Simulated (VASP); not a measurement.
Given:

```
CELL_PARAMETERS angstrom
     -3.08912     3.08912     2.52151
      3.08912    -3.08912     2.52151
      3.08912     3.08912    -2.52151
ATOMIC_POSITIONS crystal
  Ta 0.66339 0.83661 0.50000
  Ta 0.33661 0.16339 0.50000
  Ta 0.83661 0.33661 0.17322
  Ta 0.16339 0.66339 0.82678
  Si 0.25000 0.25000 0.00000
  Si 0.75000 0.75000 0.00000
```

These are r2SCAN meta-GGA, VASP's PBE PAW potentials (set 64) (plane waves; VASP) values and carry that method's errors. Settings: 400 eV cut-off, 9×9×9 Γ-centred mesh, tetrahedra with Blöchl corrections, potentials Ta_pv Si.

For a metal the tetrahedron method with Blöchl corrections gives inexact stress and forces. Unless said otherwise, spin-orbit coupling is left out, though it shifts the bands of the heavy elements here.

Estimate the energy per atom (σ→0), largest force, band gap (over mesh and band path) with the smallest direct gap where there is one.

- band gap (over mesh and band path): none (metal, semimetal or under 0.01 eV)
- energy per atom (σ→0): -35.914 eV/atom
- largest force: 0.068 eV/Å

Only differences to runs with the same potentials and settings are physical.

The structure comes from a computed database's Ta2Si entry (I4/mcm); how it stands against other phases isn't given here. It was relaxed first.
